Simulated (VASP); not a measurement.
Data:

```yaml
crystal:
  lattice:
    - [0.00000, 3.57000, 3.57000]
    - [3.57000, 0.00000, 3.57000]
    - [3.57000, 3.57000, 0.00000]
  atoms:
    - { symbol: Ba, position: [0.00000, 0.00000, 0.00000] }
    - { symbol: Te, position: [0.50000, 0.50000, 0.50000] }
```

Computed with PBE GGA, VASP's PBE PAW potentials (set 64) (plane waves; VASP). Settings: 400 eV cut-off, 5×5×5 Γ-centred mesh, Gaussian smearing of 0.050 eV, potentials Ba_sv Te.

Estimate the energy per atom (σ→0).

- energy per atom (σ→0) = -4.312 eV/atom

The absolute energy has meaning only against runs of the same code, potentials and settings.

The compound is BaTe in the rock salt structure. The cell was not relaxed at this level.
